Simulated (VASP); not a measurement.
# Li2RuN2 (P-3m1) in VASP: reference runs, part 2 of 2

VASP 6.6.1. The steps go on from the part before.

## 3. Single point, PBE (atoms moved at random, drawn with an rms of 0.05 Å)

INCAR reads:

```
ALGO     = Normal         # electronic algorithm
EDIFF    = 1E-7           # SCF threshold, eV
ENCUT    = 520            # plane-wave cutoff, eV
GGA      = PE             # functional
ISIF     = 2              # what is computed and relaxed
ISMEAR   = -1             # smearing method
LASPH    = True           # aspherical terms in the spheres
LCHARG   = False          # write CHGCAR
LREAL    = False          # projectors in reciprocal space
LWAVE    = False          # write WAVECAR
NBANDS   = 23             # bands
NELM     = 100            # most SCF steps
PREC     = Accurate       # precision mode
SIGMA    = 0.05           # smearing width, eV
```

KPOINTS reads:

```
k-points
0
Gamma
  10 10 5
```

POSCAR reads:

```
Li2RuN2
1.0
    3.1642327038      0.0000000000      0.0000000000
   -1.5821163519      2.7403059050      0.0000000000
    0.0000000000      0.0000000000      5.2114500038
Ru N Li
1 2 2
Direct
   -0.0018370000     -0.0085290000      0.0015370000
    0.3207090000      0.6581200000      0.2143720000
    0.6470900000      0.3035570000      0.7918730000
    0.3423100000      0.6737030000      0.6407680000
    0.6743200000      0.3428450000      0.3536560000
```

Potentials or basis: VASP PAW PBE potentials, release 64 (Ru_pv, N, Li_sv).

Launch:

```bash
$ cat potpaw_PBE.64/Ru_pv/POTCAR potpaw_PBE.64/N/POTCAR potpaw_PBE.64/Li_sv/POTCAR > POTCAR
$ mpirun -np 1 vasp_std > vasp.out
```

OUTCAR:

```text
EDIFF = 1E-7
   ENCUT = 520
   GGA = PE
   ISIF = 2
   ISMEAR = -1
   LASPH = True
   LREAL = False
   NELM = 100
   PREC = Accurate

 ion  position               nearest neighbor table
   1  0.998  0.991  0.002-   3 2.09   2 2.11   3 2.12   2 2.14   2 2.16   3 2.18   5 2.55   4 2.60
                             5 2.61   5 2.61   4 2.61   4 2.65
   2  0.321  0.658  0.214-   5 1.91   5 1.97   5 2.01   1 2.11   1 2.14   1 2.16
   3  0.647  0.304  0.792-   4 1.90   4 2.01   4 2.06   1 2.09   1 2.12   1 2.18
   4  0.342  0.674  0.641-   3 1.90   3 2.01   3 2.06   5 2.35   5 2.36   5 2.37   1 2.60   1 2.61
                             1 2.65
   5  0.674  0.343  0.354-   2 1.91   2 1.97   2 2.01   4 2.35   4 2.36   4 2.37   1 2.55   1 2.61
                             1 2.61

  LATTYP: Found a hexagonal cell.
 ALAT       =     3.1642327038
 C/A-ratio  =     1.6469869607

  Lattice vectors:

 A1 = (   3.1642327038,   0.0000000000,   0.0000000000)
 A2 = (  -1.5821163519,   2.7403059050,   0.0000000000)
 A3 = (   0.0000000000,   0.0000000000,   5.2114500038)

Analysis of symmetry for initial positions (statically):
=====================================================================
 Subroutine PRICEL returns:
 Original cell was already a primitive cell.

 Routine SETGRP: Setting up the symmetry group for a
 hexagonal supercell.

 Subroutine GETGRP returns: Found  1 space group operations
 (whereof  1 operations were pure point group operations)
 out of a pool of 24 trial point group operations.

The static configuration has the point symmetry C_1 .

Analysis of symmetry for dynamics (positions and initial velocities):
=====================================================================
 Subroutine PRICEL returns:
 Original cell was already a primitive cell.

 Routine SETGRP: Setting up the symmetry group for a
 hexagonal supercell.

 Subroutine GETGRP returns: Found  1 space group operations
 (whereof  1 operations were pure point group operations)
 out of a pool of 24 trial point group operations.

The dynamic configuration has the point symmetry C_1 .

 Subroutine INISYM returns: Found  1 space group operations
 (whereof  1 operations are pure point group operations),
 and found     1 'primitive' translations

----------------------------------------------------------------------------------------

                                     Primitive cell

  volume of cell :      45.1883

  direct lattice vectors                    reciprocal lattice vectors
     3.164232704  0.000000000  0.000000000     0.316032382  0.182461381  0.000000000
    -1.582116352  2.740305905  0.000000000     0.000000000  0.364922762  0.000000000
     0.000000000  0.000000000  5.211450004     0.000000000  0.000000000  0.191885176

  length of vectors
     3.164232704  3.164232704  5.211450004     0.364922762  0.364922762  0.191885176

  position of ions in fractional coordinates (direct lattice)
     0.998163000  0.991471000  0.001537000
     0.320709000  0.658120000  0.214372000
     0.647090000  0.303557000  0.791873000
     0.342310000  0.673703000  0.640768000
     0.674320000  0.342845000  0.353656000
[... 32 lines left out ...]

 Found    252 irreducible k-points:

 Following reciprocal coordinates:
            Coordinates               Weight
  0.000000  0.000000  0.000000      1.000000
  0.100000 -0.000000  0.000000      2.000000
  0.000000  0.100000  0.000000      2.000000
 -0.100000  0.100000  0.000000      2.000000
  0.200000 -0.000000  0.000000      2.000000
  0.000000  0.200000  0.000000      2.000000
[... 16 lines left out ...]
 -0.200000  0.300000  0.000000      2.000000
  0.100000  0.200000  0.000000      2.000000
 [... further k-points ...]
   k-points           NKPTS =    252   k-points in BZ     NKDIM =    252   number of bands    NBANDS=     23
   number of dos      NEDOS =    301   number of ions     NIONS =      5
   total plane-waves  NPLWV =  23040
   dimension x,y,z NGX =    24 NGY =   24 NGZ =   40
   dimension x,y,z NGXF=    48 NGYF=   48 NGZF=   80
   ions per type =               1   2   2
   NGX,Y,Z   is equivalent  to a cutoff of  12.61, 12.61, 12.76 a.u.
   NGXF,Y,Z  is equivalent  to a cutoff of  25.22, 25.22, 25.52 a.u.
 SYSTEM =  unknown system
   PREC   = accura    normal or accurate (medium, high low for compatibility)
   ISTART =      0    job   : 0-new  1-cont  2-samecut
   ICHARG =      2    charge: 1-file 2-atom 10-const
   ISPIN  =      1    spin polarized calculation?
   LNONCOLLINEAR =      F non collinear calculations
   LSORBIT =      F    spin-orbit coupling
   LASPH  =      T    aspherical Exc in radial PAW
   ENCUT  =  520.0 eV  38.22 Ry    6.18 a.u.   5.88  5.88  9.69*2*pi/ulx,y,z
   NELM   =    100;   NELMIN=  2; NELMDL= -5     # of ELM steps
   EDIFF  = 0.1E-06   stopping-criterion for ELM
   LREAL  =      F    real-space projection
   EDIFFG = 0.1E-05   stopping-criterion for IOM
   NSW    =      0    number of steps for IOM
   IBRION =     -1    ionic relax: 0-MD 1-quasi-New 2-CG
   NFREE  =      0    steps in history (QN), initial steepest desc. (CG)
   ISIF   =      2    stress and relaxation
   ISYM   =      2    0-nonsym 1-usesym 2-fastsym
   POTIM  = 0.5000    time-step for ionic-motion
   TEBEG  =    0.0;   TEEND  =   0.0 temperature during run
   PSTRESS=    0.0 pullay stress
   NELECT =      30.0000    total number of electrons
   NUPDOWN=      -1.0000    fix difference up-down
   EMIN   =  10.00;   EMAX   =-10.00  energy-range for DOS
   EFERMI =   0.00;   METHOD = LEGACY
   ISMEAR =    -1;   SIGMA  =   0.05  broadening in eV -4-tet -1-fermi 0-gaus
   EFERMI_NEDOS =   21; number of points for ismear=-14 and -15
   IALGO  =     38    algorithm
   IMIX   =      4    mixing-type and parameters
     AMIX     =   0.40;   BMIX     =  1.00
     AMIX_MAG =   1.60;   BMIX_MAG =  1.00
  volume/ion in A,a.u.               =       9.04        60.99
  Fermi-wavevector in a.u.,A,eV,Ry     =   1.428148  2.698809 27.750537  2.039607
  Thomas-Fermi vector in A             =   2.548241
   LORBIT       =      0    0 simple, 1 ext, 2 COOP (PROOUT), +10 PAW based schemes
   GGA     = PE    functional components
   LHFCALC =     F    Hartree Fock is set to
   AEXX    =    0.0000 exact exchange contribution
   IVDW    =     0    specifies the selected vdW correction
   LEPSILON=     F    determine dielectric tensor
   LRPA    =     F    only Hartree local field effects (RPA)
 non-spin polarized calculation
  energy-cutoff  :      520.00
  volume of cell :       45.19
 maximum number of plane-waves:      1236
   NGX = 11   NGY = 11   NGZ = 19

 number of electron      29.9999997 magnetization

 Free energy of the ion-electron system (eV)
  ---------------------------------------------------
  ext. energy  EPLUGINS =         0.00000000
  ---------------------------------------------------
  free energy    TOTEN  =       -30.19104340 eV

  energy without entropy =      -30.15814135  energy(sigma->0) =      -30.17459237

 E-fermi :   7.0833     XC(G=0): -11.5462

 val. band max:        7.0709201858   @ k =   0.4000   0.5000  -0.4000
 cond. band min:       7.0885746838   @ k =  -0.4000   0.4000   0.2000
 fundamental gap:      0.0176544980
 Fermi energy:         7.0833473835

 k-point     1 :       0.0000    0.0000    0.0000
  band No.  band energies     occupation
      1     -38.2117      2.00000
      2     -38.0832      2.00000
      3     -36.2079      2.00000
      4     -36.0976      2.00000
      5     -36.0962      2.00000
      6      -8.4466      2.00000
[... 613 lines left out ...]
     22      17.2964      0.00000
     23      17.6823      0.00000

 [... further k-points ...]

------------------------ aborting loop because EDIFF is reached ----------------------------------------

  FORCE on cell =-STRESS in cart. coord.  units (eV):
  Direction    XX          YY          ZZ          XY          YZ          ZX
  --------------------------------------------------------------------------------------
  -------------------------------------------------------------------------------------
  Total       -0.2955062     -0.5427733     -0.1507929      0.0123523     -0.1158358     -0.0545241
  in kB      -10.4773440    -19.2443404     -5.3464503      0.4379596     -4.1070237     -1.9331835
  external PRESSURE =     -11.6893782 kB  Pullay stress =       0.0000000 kB

 VOLUME and BASIS-vectors are now :
 -----------------------------------------------------------------------------
  energy-cutoff  :      520.00
  volume of cell :       45.19
      direct lattice vectors                 reciprocal lattice vectors
     3.164232704  0.000000000  0.000000000     0.316032382  0.182461381  0.000000000
    -1.582116352  2.740305905  0.000000000     0.000000000  0.364922762  0.000000000
     0.000000000  0.000000000  5.211450004     0.000000000  0.000000000  0.191885176

 POSITION                                       TOTAL-FORCE (eV/Angst)
 -----------------------------------------------------------------------------------
      1.58980      2.71693      0.00801        -0.315491     -0.205825     -0.116870
     -0.02642      1.80345      1.11719         0.347954      0.188493     -0.127346
      1.56728      0.83184      4.12681         0.226373      0.710471      0.090641
      0.01727      1.84615      3.33933        -0.094310     -0.431305     -0.014363
      1.59128      0.93950      1.84306        -0.164525     -0.261833      0.167938
 -----------------------------------------------------------------------------------
    total drift:                               -0.000393     -0.000436      0.000060

  FREE ENERGIE OF THE ION-ELECTRON SYSTEM (eV)
  ---------------------------------------------------
  free  energy   TOTEN  =       -30.1910433972 eV

  energy  without entropy=      -30.1581413523  energy(sigma->0) =      -30.17459237
```

Run time: 96 s. Hardware: 1 thread of Intel Xeon 6975P-C (Granite Rapids), shared host; peak memory 0.34 GiB.

Results:

```
Free energy            : -30.1910 eV
Largest force          : 0.751 eV/Å
Band gap on the k mesh : none (metal or under the smearing width)
```

Forces on the atoms (eV/Å):
```
Ru  -0.315 -0.206 -0.117
N    0.348  0.188 -0.127
N    0.226  0.710  0.091
Li  -0.094 -0.431 -0.014
Li  -0.165 -0.262  0.168
```

Caveat: the cutoff is under 1.25 times the usual one of these potentials, so pressure, stress and relaxed cells hold a basis-set (Pulay) error.
